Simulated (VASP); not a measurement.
An input for Ansatz (written as the equivalent of a VASP run, and not itself run):

Ansatz 0.2 input:
```yaml
crystal:
  lattice:
    - [3.3757400, 0.0000000, 0.0000000]
    - [0.0000000, 3.3757400, 0.0000000]
    - [0.0000000, 0.0000000, 3.3757400]
  atoms:
    - { symbol: Ce, position: [0.0000000, 0.0000000, 0.0000000], spin: 1 }
kpoints:
  mp_grid: { grid: [5, 5, 5] }
hamiltonian:
  xc: pbe
  pseudopotentials: { kind: paw }
magnetization: { spin_polarized: true }
scf:
  occupations: { method: fermi_dirac, width: 0.1 }
  max_iter: 100
output: { forces: true, stress: true, eigenvalues: true }
```

Task: Translate this input to VASP (INCAR, KPOINTS, POSCAR, choice of POTCAR).

Result: This is not unique; one that fits is 
**KPOINTS**
```
Regular mesh
0
Gamma
5 5 5
```

### INCAR
```
NELM = 100   ! most electronic steps
EDIFF = 1E-6   ! SCF stop (eV)
SIGMA = 0.1
LASPH = .True.   ! aspherical one-centre terms
PREC = Accurate
ENCUT = 300   ! plane-wave cut-off (eV)
LWAVE = .False.
MAGMOM = 1.0
ISIF = 2
ALGO = Normal   ! blocked Davidson
LCHARG = .False.
ISMEAR = -1
GGA = PE   ! PBE
ISPIN = 2   ! spin-polarised
LMAXMIX = 6   ! l cut-off of mixed one-centre charges
LORBIT = 11   ! lm-projected
SYSTEM = Ce
LREAL = .False.   ! projection in real space or not
```

**POSCAR**
```
Ce
1
    3.3757400000     0.0000000000     0.0000000000
    0.0000000000     3.3757400000     0.0000000000
    0.0000000000     0.0000000000     3.3757400000
Ce
1
Direct
  0.0000000000   0.0000000000   0.0000000000
```

POTCAR, in this order: Ce (PBE.64 set). Program: vasp_std.

What does not carry over: each code has its own PAW files, so the cut-off isn't converted (ENCUT is set for VASP's; basis.ecutwfc is left out, and Ansatz then takes the one that its files recommend); Ansatz stops its SCF on the density residual and VASP on the energy change (EDIFF).

The structure was generated: Ce was put into an ordered model structure, which need not be its known phase. The cell was not relaxed at this level. The k-mesh is coarse (spacing up to 0.37 per Å, 2π included), so the numbers may not be converged in it. The run is one of a series of settings (KPOINTS 5×5×5 Γ-centred mesh against the base run), some of them coarse on purpose.
